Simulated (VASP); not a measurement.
# MgPd (Pm-3m) in VASP: further runs

One crystal, MgPd, is run at these levels: LDA; tasks: single point.

Everything below comes from runs of VASP 6.6.1. Logs are shortened: lines on timing, memory, paths and dates and some standing lists are left out, and cuts for length are marked.

## 1. The structure

The structure is cubic, space group Pm-3m (No. 221). The conventional cell has a = 3.160 Å, b = 3.160 Å, c = 3.160 Å, α = 90.00°, β = 90.00°, γ = 90.00°. Mg (site symmetry m-3m) has 8 Pd at 2.74 Å as nearest neighbours. Pd (site symmetry m-3m) has 8 Mg at 2.74 Å as nearest neighbours.

## 2. Single point, LDA

Input file INCAR:

```
SYSTEM = MgPd
  PREC = Accurate
  ENCUT = 520
  EDIFF = 1E-7
  ISMEAR = 0
  SIGMA = 0.15
  LREAL = .FALSE.
  LASPH = .TRUE.
  NELM = 80
  ALGO = Normal
  ISIF = 2
  LWAVE = .FALSE.
  LCHARG = .TRUE.
  GGA = CA
  LELF = .TRUE.
  LVHAR = .TRUE.
  NBANDS = 13
```

Input file KPOINTS:

```
regular mesh
0
G
  16 16 16
  0 0 0
```

Input file POSCAR:

```
MgPd
1.0
    3.1600000000      0.0000000000      0.0000000000
    0.0000000000      3.1600000000      0.0000000000
    0.0000000000      0.0000000000      3.1600000000
Mg Pd
1 1
Direct
    0.0000000000      0.0000000000      0.0000000000
    0.5000000000      0.5000000000      0.5000000000
```

Potentials or basis: VASP PAW LDA potentials, release 64 (Mg, Pd).

Run with:

```bash
$ cat potpaw_LDA.64/Mg/POTCAR potpaw_LDA.64/Pd/POTCAR > POTCAR
$ mpirun -np 1 vasp_std > vasp.out
```

OUTCAR:

```text
SYSTEM = MgPd
   PREC = Accurate
   ENCUT = 520
   EDIFF = 1E-7
   ISMEAR = 0
   LREAL = .FALSE.
   LASPH = .TRUE.
   NELM = 80
   ISIF = 2
   GGA = CA

 ion  position               nearest neighbor table
   1  0.000  0.000  0.000-   2 2.74   2 2.74   2 2.74   2 2.74   2 2.74   2 2.74   2 2.74   2 2.74

   2  0.500  0.500  0.500-   1 2.74   1 2.74   1 2.74   1 2.74   1 2.74   1 2.74   1 2.74   1 2.74

  LATTYP: Found a simple cubic cell.
 ALAT       =     3.1600000000

  Lattice vectors:

 A1 = (   3.1600000000,   0.0000000000,   0.0000000000)
 A2 = (   0.0000000000,   3.1600000000,   0.0000000000)
 A3 = (   0.0000000000,   0.0000000000,   3.1600000000)

Analysis of symmetry for initial positions (statically):
=====================================================================
 Subroutine PRICEL returns:
 Original cell was already a primitive cell.

 Routine SETGRP: Setting up the symmetry group for a
 simple cubic supercell.

 Subroutine GETGRP returns: Found 48 space group operations
 (whereof 48 operations were pure point group operations)
 out of a pool of 48 trial point group operations.

The static configuration has the point symmetry O_h .

Analysis of symmetry for dynamics (positions and initial velocities):
=====================================================================
 Subroutine PRICEL returns:
 Original cell was already a primitive cell.

 Routine SETGRP: Setting up the symmetry group for a
 simple cubic supercell.

 Subroutine GETGRP returns: Found 48 space group operations
 (whereof 48 operations were pure point group operations)
 out of a pool of 48 trial point group operations.

The dynamic configuration has the point symmetry O_h .

 Subroutine INISYM returns: Found 48 space group operations
 (whereof 48 operations are pure point group operations),
 and found     1 'primitive' translations

----------------------------------------------------------------------------------------

                                     Primitive cell

  volume of cell :      31.5545

  direct lattice vectors                    reciprocal lattice vectors
     3.160000000  0.000000000  0.000000000     0.316455696  0.000000000  0.000000000
     0.000000000  3.160000000  0.000000000     0.000000000  0.316455696  0.000000000
     0.000000000  0.000000000  3.160000000     0.000000000  0.000000000  0.316455696

  length of vectors
     3.160000000  3.160000000  3.160000000     0.316455696  0.316455696  0.316455696

  position of ions in fractional coordinates (direct lattice)
     0.000000000  0.000000000  0.000000000
     0.500000000  0.500000000  0.500000000

  ion indices of the primitive-cell ions
   primitive index   ion index
                 1           1
                 2           2

----------------------------------------------------------------------------------------

 KPOINTS: regular mesh

Automatic generation of k-mesh.
 Grid dimensions read from file:
 generate k-points for:   16   16   16

 Generating k-lattice:

  Cartesian coordinates                     Fractional coordinates (reciprocal lattice)
     0.019778481  0.000000000  0.000000000     0.062500000  0.000000000  0.000000000
     0.000000000  0.019778481  0.000000000     0.000000000  0.062500000  0.000000000
     0.000000000  0.000000000  0.019778481     0.000000000  0.000000000  0.062500000

  Length of vectors
     0.019778481  0.019778481  0.019778481

  Shift w.r.t. Gamma in fractional coordinates (k-lattice)
     0.000000000  0.000000000  0.000000000

 Subroutine IBZKPT returns following result:
 ===========================================

 Found    165 irreducible k-points:

 Following reciprocal coordinates:
            Coordinates               Weight
  0.000000  0.000000  0.000000      1.000000
  0.062500  0.000000  0.000000      6.000000
  0.125000  0.000000  0.000000      6.000000
  0.187500  0.000000  0.000000      6.000000
  0.250000  0.000000  0.000000      6.000000
  0.312500  0.000000  0.000000      6.000000
[... 16 lines left out ...]
  0.437500  0.125000  0.000000     24.000000
  0.500000  0.125000  0.000000     12.000000
 [... further k-points ...]
   k-points           NKPTS =    165   k-points in BZ     NKDIM =    165   number of bands    NBANDS=     13
   number of dos      NEDOS =    301   number of ions     NIONS =      2
   total plane-waves  NPLWV =  13824
   dimension x,y,z NGX =    24 NGY =   24 NGZ =   24
   dimension x,y,z NGXF=    48 NGYF=   48 NGZF=   48
   ions per type =               1   1
   NGX,Y,Z   is equivalent  to a cutoff of  12.63, 12.63, 12.63 a.u.
   NGXF,Y,Z  is equivalent  to a cutoff of  25.25, 25.25, 25.25 a.u.
 SYSTEM =  MgPd
   PREC   = accura    normal or accurate (medium, high low for compatibility)
   ISTART =      0    job   : 0-new  1-cont  2-samecut
   ICHARG =      2    charge: 1-file 2-atom 10-const
   ISPIN  =      1    spin polarized calculation?
   LNONCOLLINEAR =      F non collinear calculations
   LSORBIT =      F    spin-orbit coupling
   LASPH  =      T    aspherical Exc in radial PAW
   ENCUT  =  520.0 eV  38.22 Ry    6.18 a.u.   5.88  5.88  5.88*2*pi/ulx,y,z
   NELM   =     80;   NELMIN=  2; NELMDL= -5     # of ELM steps
   EDIFF  = 0.1E-06   stopping-criterion for ELM
   LREAL  =      F    real-space projection
   EDIFFG = 0.1E-05   stopping-criterion for IOM
   NSW    =      0    number of steps for IOM
   IBRION =     -1    ionic relax: 0-MD 1-quasi-New 2-CG
   NFREE  =      0    steps in history (QN), initial steepest desc. (CG)
   ISIF   =      2    stress and relaxation
   ISYM   =      2    0-nonsym 1-usesym 2-fastsym
   POTIM  = 0.5000    time-step for ionic-motion
   TEBEG  =    0.0;   TEEND  =   0.0 temperature during run
   PSTRESS=    0.0 pullay stress
   NELECT =      12.0000    total number of electrons
   NUPDOWN=      -1.0000    fix difference up-down
   EMIN   =  10.00;   EMAX   =-10.00  energy-range for DOS
   EFERMI =   0.00;   METHOD = LEGACY
   ISMEAR =     0;   SIGMA  =   0.15  broadening in eV -4-tet -1-fermi 0-gaus
   EFERMI_NEDOS =   21; number of points for ismear=-14 and -15
   IALGO  =     38    algorithm
   IMIX   =      4    mixing-type and parameters
     AMIX     =   0.40;   BMIX     =  1.00
     AMIX_MAG =   1.60;   BMIX_MAG =  1.00
  volume/ion in A,a.u.               =      15.78       106.47
  Fermi-wavevector in a.u.,A,eV,Ry     =   1.186082  2.241371 19.140557  1.406791
  Thomas-Fermi vector in A             =   2.322263
   LORBIT       =      0    0 simple, 1 ext, 2 COOP (PROOUT), +10 PAW based schemes
   GGA     = CA    functional components
   LHFCALC =     F    Hartree Fock is set to
   AEXX    =    0.0000 exact exchange contribution
   IVDW    =     0    specifies the selected vdW correction
   LEPSILON=     F    determine dielectric tensor
   LRPA    =     F    only Hartree local field effects (RPA)
 non-spin polarized calculation
 Gauss-broadening in eV      SIGMA  =   0.15
  energy-cutoff  :      520.00
  volume of cell :       31.55
 maximum number of plane-waves:       876
 NGX is ok and might be reduce to    24
   NGX = 11   NGY = 11   NGZ = 11

 number of electron      12.0000002 magnetization

 Free energy of the ion-electron system (eV)
  ---------------------------------------------------
  ext. energy  EPLUGINS =         0.00000000
  ---------------------------------------------------
  free energy    TOTEN  =        -9.85326477 eV

  energy without entropy =       -9.84458066  energy(sigma->0) =       -9.84892271

 E-fermi :   6.5902     XC(G=0): -11.5106

 val. band max:        6.5867180569   @ k =   0.4375   0.1250   0.0000
 cond. band min:       6.6138996826   @ k =   0.4375   0.1250   0.0625
 fundamental gap:      0.0271816258
 Fermi energy:         6.5902197025

 k-point     1 :       0.0000    0.0000    0.0000
  band No.  band energies     occupation
      1      -1.0682      2.00000
      2       2.5255      2.00000
      3       2.5255      2.00000
      4       4.5192      2.00000
      5       4.5192      2.00000
      6       4.5192      2.00000
      7      13.5433      0.00000
      8      13.5433      0.00000
      9      13.5433      0.00000
     10      16.4501      0.00000
     11      16.4501      0.00000
     12      20.8259      0.00000
     13      26.0559      0.00000

 k-point     2 :       0.0625    0.0000    0.0000
  band No.  band energies     occupation
      1      -1.0032      2.00000
      2       2.5385      2.00000
      3       2.5533      2.00000
      4       4.4857      2.00000
      5       4.4857      2.00000
      6       4.5230      2.00000
      7      12.9532      0.00000
      8      13.6331      0.00000
      9      13.6331      0.00000
     10      16.4010      0.00000
     11      16.9267      0.00000
     12      21.0589      0.00000
     13      25.6312      0.00000

 k-point     3 :       0.1250    0.0000    0.0000
  band No.  band energies     occupation
      1      -0.8108      2.00000
      2       2.5757      2.00000
      3       2.6327      2.00000
      4       4.3926      2.00000
      5       4.3926      2.00000
      6       4.5339      2.00000
      7      11.7822      0.00000
      8      13.8939      0.00000
      9      13.8939      0.00000
     10      16.2605      0.00000
     11      17.7231      0.00000
     12      21.7905      0.00000
     13      24.7263      0.00000

 k-point     4 :       0.1875    0.0000    0.0000
  band No.  band energies     occupation
      1      -0.4989      2.00000
      2       2.6324      2.00000
      3       2.7526      2.00000
      4       4.2589      2.00000
      5       4.2589      2.00000
      6       4.5502      2.00000
      7      10.5059      0.00000
      8      14.3033      0.00000
      9      14.3033      0.00000
     10      16.0480      0.00000
     11      18.3733      0.00000
     12      23.0061      0.00000
     13      23.6809      0.00000

 k-point     5 :       0.2500    0.0000    0.0000
  band No.  band energies     occupation
      1      -0.0823      2.00000
      2       2.7007      2.00000
      3       2.8934      2.00000
      4       4.1089      2.00000
      5       4.1089      2.00000
      6       4.5695      2.00000
      7       9.2664      0.00000
      8      14.8298      0.00000
      9      14.8298      0.00000
     10      15.7949      0.00000
     11      18.8733      0.00000
     12      22.6214      0.00000
     13      22.6214      0.00000
[... 257 lines left out ...]
 k-point    22 :       0.3750    0.1250    0.0000
  band No.  band energies     occupation
      1       1.1512      2.00000
      2       2.8714      2.00000
      3       3.0437      2.00000
      4       3.8678      2.00000
      5       3.9971      2.00000
      6       4.4835      2.00000
      7       7.3441      0.00000
      8      13.9298      0.00000
      9      15.8793      0.00000
     10      16.4771      0.00000
     11      19.3281      0.00000
     12      20.7603      0.00000
     13      21.2971      0.00000

 k-point    23 :       0.4375    0.1250    0.0000
  band No.  band energies     occupation
      1       1.6064      2.00000
      2       2.8023      2.00000
      3       3.0028      2.00000
      4       3.7932      2.00000
      5       4.1794      2.00000
      6       4.4950      2.00000
      7       6.5867      1.02634
      8      14.4446      0.00000
      9      15.5314      0.00000
     10      17.0815      0.00000
     11      18.8376      0.00000
     12      19.9937      0.00000
     13      21.7901      0.00000

 k-point    24 :       0.5000    0.1250    0.0000
  band No.  band energies     occupation
      1       1.8213      2.00000
      2       2.7117      2.00000
      3       3.0025      2.00000
      4       3.7675      2.00000
      5       4.2892      2.00000
      6       4.4990      2.00000
      7       6.2783      1.99672
      8      14.7626      0.00000
      9      15.2793      0.00000
     10      17.3735      0.00000
     11      18.6573      0.00000
     12      19.6488      0.00000
     13      22.2198      0.00000

 [... further k-points ...]
[... 5 lines left out ...]
  --------------------------------------------------------------------------------------
  -------------------------------------------------------------------------------------
  Total       -1.1678903     -1.1678903     -1.1678903     -0.0000000      0.0000000     -0.0000000
  in kB      -59.2995464    -59.2995464    -59.2995464     -0.0000000      0.0000000     -0.0000000
  external PRESSURE =     -59.2995464 kB  Pullay stress =       0.0000000 kB

 VOLUME and BASIS-vectors are now :
 -----------------------------------------------------------------------------
  energy-cutoff  :      520.00
  volume of cell :       31.55
      direct lattice vectors                 reciprocal lattice vectors
     3.160000000  0.000000000  0.000000000     0.316455696  0.000000000  0.000000000
     0.000000000  3.160000000  0.000000000     0.000000000  0.316455696  0.000000000
     0.000000000  0.000000000  3.160000000     0.000000000  0.000000000  0.316455696

 POSITION                                       TOTAL-FORCE (eV/Angst)
 -----------------------------------------------------------------------------------
      0.00000      0.00000      0.00000         0.000000      0.000000      0.000000
      1.58000      1.58000      1.58000         0.000000      0.000000      0.000000
 -----------------------------------------------------------------------------------
    total drift:                                0.000000     -0.000000     -0.000000

  FREE ENERGIE OF THE ION-ELECTRON SYSTEM (eV)
  ---------------------------------------------------
  free  energy   TOTEN  =        -9.8532647662 eV

  energy  without entropy=       -9.8445806604  energy(sigma->0) =       -9.84892271
```

Wall time 22 s (1 thread of Intel Xeon Platinum 8259CL at 2.50GHz (Skylake/Cascade Lake), shared host); peak memory 0.19 GiB.

What came out:

* Free energy: -9.8533 eV
* Pressure: -5.9 GPa
* Band gap on the k mesh: none (metal or under the smearing width)

## 3. Single point, LDA

Input file INCAR:

```
PREC = Accurate ; ENCUT = 520
EDIFF = 1E-6 ; ISMEAR = 0
SIGMA = 0.15 ; LREAL = False
LASPH = True ; NELM = 60
ALGO = Normal ; ISIF = 2
LWAVE = False ; LCHARG = False
GGA = CA ; NBANDS = 13
```

Input file KPOINTS:

```
Automatic mesh
0
Gamma
  16 16 16
```

POSCAR is that of step 2.

Potentials or basis: VASP PAW LDA potentials, release 64 (Mg, Pd).

Run with:

```bash
$ cat potpaw_LDA.64/Mg/POTCAR potpaw_LDA.64/Pd/POTCAR > POTCAR
$ mpirun -np 1 vasp_std > vasp.out
```

It took 22 s on 1 thread of Intel Xeon Platinum 8259CL at 2.50GHz (Skylake/Cascade Lake), shared host; peak memory 0.19 GiB.

It converged, with:

```
Free energy            : -9.8533 eV
Pressure               : -5.9 GPa
Band gap on the k mesh : none (metal or under the smearing width)
```

Levels at points of the mesh, in eV from the Fermi level:
| k point | band 4 | band 5 | band 6 | band 7 | band 8 | band 9 |
| --- | --- | --- | --- | --- | --- | --- |
| (0.00, 0.00, 0.00) | -2.07 | -2.07 | -2.07 | 6.95 | 6.95 | 6.95 |
| (0.50, 0.00, 0.00) | -2.84 | -2.84 | -1.97 | -0.32 | 8.54 | 10.30 |
| (0.50, 0.50, 0.00) | -2.72 | -1.37 | -0.27 | -0.27 | 2.58 | 5.16 |
| (0.50, 0.50, 0.50) | -1.33 | -1.33 | 3.39 | 3.39 | 3.39 | 6.16 |
